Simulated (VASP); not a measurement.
Method: PBEsol GGA, VASP's PBE PAW potentials (set 64) (plane waves; VASP).

The input files of a VASP run:

File KPOINTS:
```
Automatic mesh
0
Gamma
6 6 2
0 0 0
```

**INCAR**
```
ALGO = Normal
EDIFF = 1E-6
EDIFFG = -0.02
ENCUT = 400
GGA = PS
IBRION = 2
ISIF = 3
ISMEAR = 0
LASPH = .TRUE.
LCHARG = .FALSE.
LMAXMIX = 4
LREAL = .FALSE.
LWAVE = .FALSE.
NELM = 100
NSW = 60
PREC = Accurate
SIGMA = 0.05
SYSTEM = Zn4S3Te
```

### POSCAR
```
Zn4S3Te
1
    0.0000000000     2.7709658009     2.7709658009
    2.7709658009     0.0000000000     2.7709658009
   11.0902712466    11.0902712466    -0.0064080430
Zn Te S
4 1 3
Direct
  0.0294385046   0.0294385046   0.9779211215
  0.9726738922   0.9726738922   0.2704945809
  0.9907112603   0.9907112603   0.5069665548
  0.0085772162   0.0085772162   0.7435670879
  0.2452277154   0.2452277154   0.0660792135
  0.2331886769   0.2331886769   0.3251084924
  0.2511609496   0.2511609496   0.5616292878
  0.2690217850   0.2690217850   0.7982336613
```

POTCAR, in this order: Zn Te S (PBE.64 set). Program: vasp_std.

Unless said otherwise, spin-orbit coupling is left out, though it shifts the bands of the heavy elements here.

Task: Predict the energy per atom (σ→0), volume per atom, band gap (on the k-mesh).

Result: 
energy per atom (σ→0): -3.524 eV/atom
band gap (on the k-mesh): 0.19 eV
volume per atom: 21.24 Å³/atom

**OSZICAR**
```
...
DAV:   7    -0.281924026563E+02   -0.58458E-06   -0.55142E-06  1943   0.386E-02
   3 F= -.28192403E+02 E0= -.28192381E+02  d E =-.371672E-03
       N       E                     dE             d eps       ncg     rms          rms(c)
DAV:   1    -0.281924541185E+02   -0.52047E-04   -0.13588E-02  1928   0.583E-01    0.392E-02
DAV:   2    -0.281924658816E+02   -0.11763E-04   -0.18636E-04  2213   0.930E-02    0.122E-02
DAV:   3    -0.281924655464E+02    0.33516E-06   -0.10509E-05  2218   0.265E-02    0.858E-03
DAV:   4    -0.281924650513E+02    0.49507E-06   -0.94791E-07  1140   0.196E-02
   4 F= -.28192465E+02 E0= -.28192443E+02  d E =-.623951E-04
```

The structure was generated: Zn4S3Te was put into an ordered model structure (R3m), which need not be its known phase. This run relaxes it. Symmetry was kept, so distortions that lower it aren't found. The start is the result of an earlier pass.
